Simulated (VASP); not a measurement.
```
CeO2
1.0
    0.00000     2.61621     2.61621
    2.61621     0.00000     2.61621
    2.61621     2.61621     0.00000
Ce O
1 2
Direct
  0.00000   0.00000   0.00000
  0.25000   0.25000   0.25000
  0.75000   0.75000   0.75000
```

Computed with PBE GGA, VASP's PBE PAW potentials (set 64) (plane waves; VASP). Numerical set-up: 620 eV cut-off, 7×7×7 Γ-centred mesh, Gaussian smearing of 0.050 eV, potentials Ce O.

Energy and stress use the plane-wave basis of the starting cell.

The ions, cell shape and volume at an external pressure of 45.0 GPa are relaxed. What does this cell relax into?

```
CeO2
1.0
    0.00000     2.57624     2.57624
    2.57624     0.00000     2.57624
    2.57624     2.57624     0.00000
Ce O
1 2
Cartesian
  2.57624   5.15247   2.57624
  1.28812   1.28812   1.28812
  3.86435   3.86435   3.86435
```
Space group Fm-3m (225), at a tolerance of 0.03 Å.

How do energy and volume change from the first to the last step?

The energy (σ→0) changes by +125.1 meV/atom and the volume by -4.5 %, in 4 ionic steps.

The compound is CeO2 in the fluorite structure. This run relaxes it under an external pressure of 45 GPa. Symmetry was kept, so distortions that lower it aren't found. The run is not spin-polarised, so no magnetic state was tried.
